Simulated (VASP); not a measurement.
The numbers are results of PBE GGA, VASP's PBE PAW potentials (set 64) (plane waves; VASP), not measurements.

The input files of a VASP run:

### INCAR
```
! general
SYSTEM  = ZnCr3C
PREC    = Accurate
ENCUT   = 520
LREAL   = .FALSE.
LASPH   = .TRUE.

! electronic loop
EDIFF   = 1E-6
NELM    = 100
ALGO    = Normal
LMAXMIX = 4

! smearing
ISMEAR  = 2
SIGMA   = 0.1

! functional
GGA     = PE

! spin
ISPIN   = 2
MAGMOM  = 0.0 0.0 3.0 3.0 3.0

! ions
ISIF    = 2

! output
LWAVE   = .FALSE.
LCHARG  = .FALSE.
LORBIT  = 10
```

POSCAR:
```
ZnCr3C
1
    3.9941610000     0.0000000000     0.0000000000
    0.0000000000     3.9941610000     0.0000000000
    0.0000000000     0.0000000000     3.9941610000
Zn C Cr
1 1 3
Direct
  0.0000000000   0.0000000000   0.0000000000
  0.5000000000   0.5000000000   0.5000000000
  0.0000000000   0.5000000000   0.5000000000
  0.5000000000   0.5000000000   0.0000000000
  0.5000000000   0.0000000000   0.5000000000
```

**KPOINTS**
```
Automatic
0
G
 5 5 5
```

POTCAR, in this order: Zn C Cr_pv (PBE.64 set). Program: vasp_std.

The run wrote:

### OSZICAR
```
       N       E                     dE             d eps       ncg     rms          rms(c)
DAV:   1     0.573634961995E+03    0.57363E+03   -0.28170E+04  1464   0.186E+03
DAV:   2     0.234245791111E+01   -0.57129E+03   -0.55153E+03  1440   0.515E+02
DAV:   3    -0.441948747681E+02   -0.46537E+02   -0.44740E+02  1556   0.155E+02
DAV:   4    -0.461210696182E+02   -0.19262E+01   -0.19031E+01  1636   0.295E+01
DAV:   5    -0.461714930889E+02   -0.50423E-01   -0.50397E-01  1744   0.449E+00    0.299E+01
DAV:   6    -0.389055718808E+02    0.72659E+01   -0.64058E+01  1784   0.636E+01    0.145E+01
DAV:   7    -0.379644538634E+02    0.94112E+00   -0.12157E+01  1636   0.322E+01    0.640E+00
DAV:   8    -0.379154273837E+02    0.49026E-01   -0.78600E-01  1636   0.743E+00    0.271E+00
DAV:   9    -0.379147070422E+02    0.72034E-03   -0.15399E-01  1620   0.272E+00    0.212E+00
DAV:  10    -0.379272042846E+02   -0.12497E-01   -0.31073E-02  1812   0.134E+00    0.121E+00
DAV:  11    -0.379259987899E+02    0.12055E-02   -0.19319E-02  1704   0.914E-01    0.709E-01
DAV:  12    -0.379257074422E+02    0.29135E-03   -0.53463E-03  1872   0.463E-01    0.293E-01
DAV:  13    -0.379260553326E+02   -0.34789E-03   -0.47726E-04  1672   0.165E-01    0.113E-01
DAV:  14    -0.379261235525E+02   -0.68220E-04   -0.36290E-04  1808   0.102E-01    0.315E-02
DAV:  15    -0.379261260097E+02   -0.24573E-05   -0.23031E-05  1572   0.366E-02    0.142E-02
DAV:  16    -0.379261265164E+02   -0.50670E-06   -0.27208E-06  1408   0.967E-03
   1 F= -.37926127E+02 E0= -.37926961E+02  d E =0.333885E-02  mag=     6.2612
```

**OUTCAR**
```
------------------------ aborting loop because EDIFF is reached ----------------------------------------
  FORCE on cell =-STRESS in cart. coord.  units (eV):
  Direction    XX          YY          ZZ          XY          YZ          ZX
  --------------------------------------------------------------------------------------
  Total       -3.1459093     -3.1459093     -3.1459093     -0.0000000      0.0000000      0.0000000
  in kB      -79.1006537    -79.1006537    -79.1006537     -0.0000000      0.0000000      0.0000000
  external PRESSURE =     -79.1006537 kB  Pullay stress =       0.0000000 kB
  volume of cell :       63.72
      direct lattice vectors                 reciprocal lattice vectors
     3.994161000  0.000000000  0.000000000     0.250365471  0.000000000  0.000000000
     0.000000000  3.994161000  0.000000000     0.000000000  0.250365471  0.000000000
     0.000000000  0.000000000  3.994161000     0.000000000  0.000000000  0.250365471
 POSITION                                       TOTAL-FORCE (eV/Angst)
 -----------------------------------------------------------------------------------
      0.00000      0.00000      0.00000         0.000000      0.000000      0.000000
      1.99708      1.99708      1.99708         0.000000      0.000000      0.000000
      0.00000      1.99708      1.99708         0.000000      0.000000      0.000000
      1.99708      1.99708      0.00000         0.000000      0.000000      0.000000
      1.99708      0.00000      1.99708         0.000000      0.000000      0.000000
 -----------------------------------------------------------------------------------
    total drift:                                0.000000      0.000000     -0.000000
  FREE ENERGIE OF THE ION-ELECTRON SYSTEM (eV)
  ---------------------------------------------------
  free  energy   TOTEN  =       -37.9261265164 eV

  energy  without entropy=      -37.9294653679  energy(sigma->0) =      -37.92696123

 total charge

# of ion       s       p       d       tot
------------------------------------------
    1        0.586   0.499   9.705  10.789
    2        0.896   1.567   0.000   2.464
    3        0.311   6.322   4.154  10.787
    4        0.311   6.322   4.154  10.787
    5        0.311   6.322   4.154  10.787
--------------------------------------------------
tot          2.416  21.032  22.166  45.613

 magnetization (x)

# of ion       s       p       d       tot
------------------------------------------
    1       -0.046  -0.066   0.048  -0.065
    2       -0.020  -0.116   0.000  -0.136
    3        0.010   0.014   2.044   2.069
    4        0.010   0.014   2.044   2.069
    5        0.010   0.014   2.044   2.069
--------------------------------------------------
tot         -0.035  -0.139   6.180   6.006
```
(Selected blocks of OUTCAR.)

The moments were started parallel, and other spin orders were not tried in this run.

The structure was generated: ZnCr3C was put into the cubic-perovskite type (Pm-3m), which need not be its known phase. The cell was not relaxed at this level. The k-mesh is coarse (spacing up to 0.31 per Å, 2π included), so the numbers may not be converged in it. The run is one of a series of settings (ISMEAR = 2, SIGMA = 0.1 against the base run), some of them coarse on purpose.
